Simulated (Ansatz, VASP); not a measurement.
**ZnCSe3 in VASP and in Ansatz**

Contents of INCAR:

```
PREC = Accurate
ENCUT = 520
EDIFF = 1E-6
ISMEAR = 0
SIGMA = 0.05
LREAL = False
LASPH = True
NELM = 100
ALGO = Fast
ISIF = 2
LWAVE = False
LCHARG = True
GGA = PE
LELF = True
LVHAR = True
NBANDS = 25
```

Contents of KPOINTS:

```
Automatic mesh
0
Gamma
  4 4 4
```

File POSCAR:

```
ZnCSe3
1.0
    4.5090461299      0.0000000000      0.0000000000
    0.0000000000      4.5090461299      0.0000000000
    0.0000000000      0.0000000000      4.5090461299
Zn C Se
1 1 3
Direct
    0.0000000000      0.0000000000      0.0000000000
    0.5000000000      0.5000000000      0.5000000000
    0.5000000000      0.5000000000      0.0000000000
    0.5000000000      0.0000000000      0.5000000000
    0.0000000000      0.5000000000      0.5000000000
```

Input for Ansatz:

```yaml
crystal:
  lattice:
    - [4.5090461299, 0.0, 0.0]
    - [0.0, 4.5090461299, 0.0]
    - [0.0, 0.0, 4.5090461299]
  atoms:
    - { symbol: Zn, position: [0.0, 0.0, 0.0] }
    - { symbol: C, position: [0.5, 0.5, 0.5] }
    - { symbol: Se, position: [0.5, 0.5, 0.0] }
    - { symbol: Se, position: [0.5, 0.0, 0.5] }
    - { symbol: Se, position: [0.0, 0.5, 0.5] }
basis:
  ecutwfc: 420
kpoints:
  mp_grid: { grid: [4, 4, 4] }
hamiltonian:
  xc: pbe
scf:
  occupations: { method: gaussian, width: 0.05 }
output:
  forces: true
  stress: true
  eigenvalues: true
```

The cell comes from a database or a generator and needn't be the stable form of this composition.

Alike in both runs: task single point; functional PBE; k mesh 4 × 4 × 4; occupations gaussian, width 0.05 eV; no spin polarisation.

```csv
,VASP,Ansatz
version,VASP 6.6.1,Ansatz 0.2.0
potentials or method,"VASP PAW PBE potentials, release 64 (Zn, C, Se)","scalar-relativistic, plane waves, PAW"
plane-wave cutoff (eV),520,420
valence electrons in the cell,34,64
```

```csv
,VASP,Ansatz,Ansatz less VASP
gap on the k mesh at the Fermi level (eV),none,none,-
pressure (GPa),-1.9,-2.0,-0.08
```

A gap of «none» marks a metal or a gap that the smearing closes. The two sets of potentials don't hold the same shells in valence.
